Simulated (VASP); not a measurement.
Method: PBEsol GGA, VASP's PBE PAW potentials (set 64) (plane waves; VASP).

Input for VASP

### KPOINTS
```
kpoints
0
Gamma
6 6 6
```

File POSCAR:
```
CsBr
1
    4.2500717677     0.0000000000    -0.0000000000
   -0.0000000000     4.2500717677    -0.0000000000
    0.0000000000     0.0000000000     4.2500717677
Cs Br
1 1
Direct
  0.0000000000   0.0000000000   0.0000000000
  0.5000000000   0.5000000000   0.5000000000
```

INCAR:
```
PREC  =  Accurate
IBRION  =  2
ALGO  =  Normal
NELM  =  100
LCHARG  =  .FALSE.
ISIF  =  3
ISMEAR  =  0   ! Gaussian
LREAL  =  .FALSE.   ! projection in real space or not
EDIFFG  =  -0.01   ! ionic stop
LWAVE  =  .FALSE.
SYSTEM  =  CsBr
NSW  =  60   ! most ionic steps
ENCUT  =  520
GGA  =  PS   ! PBEsol
SIGMA  =  0.05
LASPH  =  .TRUE.
LMAXMIX  =  4   ! l cut-off of mixed one-centre charges
EDIFF  =  1E-6
```

POTCAR, in this order: Cs_sv Br (PBE.64 set). Program: vasp_std.

What will the output report for the number of irreducible k-points (NKPTS), largest plane-wave count, number of space-group operations, FFT grid (NGX, NGY, NGZ)?

```
Property                                       Value
--------------------------------------  ------------
number of irreducible k-points (NKPTS)            20
largest plane-wave count                        2103
number of space-group operations                  48
FFT grid (NGX, NGY, NGZ)                32 × 32 × 32
```

The compound is CsBr in the CsCl type structure. It was relaxed first. The start is the result of an earlier pass.
